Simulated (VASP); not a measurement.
An input for Ansatz (written as the equivalent of a VASP run, and not itself run):

Ansatz 0.2 input:
```yaml
crystal:
  lattice:
    - [0.0000000, 3.0014500, 3.0014500]
    - [3.0014500, 0.0000000, 3.0014500]
    - [3.0014500, 3.0014500, 0.0000000]
  atoms:
    - { symbol: V, position: [0.7678110, 0.7488080, 0.7475770] }
    - { symbol: V, position: [0.2572990, 0.2470980, 0.2507260] }
    - { symbol: V, position: [-0.0150890, -0.0053160, -0.0045910] }
    - { symbol: Re, position: [0.4899790, 0.5094090, 0.5062880] }
kpoints:
  mp_grid: { grid: [5, 5, 5] }
hamiltonian:
  xc: lda
  pseudopotentials: { kind: paw }
scf:
  occupations: { method: gaussian, width: 0.1 }
  max_iter: 100
output: { forces: true, stress: true, eigenvalues: true }
```

Problem. Write the VASP files for the same calculation (LDA).

Solution. This is not unique; one that fits is 
File POSCAR:
```
V3Re
1.0
  0.0000000000   3.0014500000   3.0014500000
  3.0014500000   0.0000000000   3.0014500000
  3.0014500000   3.0014500000   0.0000000000
V Re
3 1
Cart
  4.4913247583   4.5483613126   4.5520560976
  1.4941938448   1.5248116363   1.5139223757
 -0.0297353652  -0.0590685360  -0.0612445873
  3.0485637607   2.9902455871   2.9996131126
```

**KPOINTS**
```
kpoints
0
G
  5 5 5
```

### INCAR
```
SYSTEM = V3Re
PREC = Accurate
ENCUT = 300
EDIFF = 1E-6
NELM = 100
ALGO = Normal
LREAL = .FALSE.
LASPH = .TRUE.
ISMEAR = 0
SIGMA = 0.1
LMAXMIX = 6
LWAVE = .FALSE.
LCHARG = .FALSE.
ISIF = 2
```

POTCAR, in this order: V_sv Re (LDA.64 set). Program: vasp_std.

The two are equivalent in intent, not identical: each code has its own PAW files, so the cut-off isn't converted (ENCUT is set for VASP's; basis.ecutwfc is left out, and Ansatz then takes the one that its files recommend); Ansatz stops its SCF on the density residual and VASP on the energy change (EDIFF); Ansatz's lda is the Perdew-Wang form, while the LDA potentials of VASP carry Perdew-Zunger's.

The structure comes from a computed database's V3Re entry; how it stands against other phases isn't given here. The cell was not relaxed at this level, atoms are displaced from their ideal sites. The k-mesh is coarse (spacing up to 0.36 per Å, 2π included), so the numbers may not be converged in it.
